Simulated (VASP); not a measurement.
Here is the system:

```xyz
4
Lattice="1.9688 1.1367 6.5669 -1.9688 1.1367 6.5669 0.0000 -2.2733 6.5669" Properties=species:S:1:pos:R:3 pbc="T T T"
Na     0.0000     0.0000     0.0000
Y      0.0000     0.0000     9.8504
S      0.0000     0.0000     4.7802
S      0.0000     0.0000    14.9205
```

Calculation: PBEsol GGA, VASP's PBE PAW potentials (set 64) (plane waves; VASP). Numerical set-up: 400 eV cut-off, 8×8×8 Γ-centred mesh, Gaussian smearing of 0.010 eV, potentials Na_pv Y_sv S.

Q: The job: NaYS2 (space group R-3m), 4 atoms, PBEsol, optics run with many empty bands, 400 eV, 8×8×8 Γ-centred mesh. Roughly how much core time does it take on a busy server core?

A: About 4 core-minutes (one run on a shared machine, a rough figure). It had 65 irreducible k-points, 57 bands, up to 1628 plane waves and 14 electronic steps.

The structure comes from a computed database's NaYS2 entry (R-3m); how it stands against other phases isn't given here. It was relaxed first.
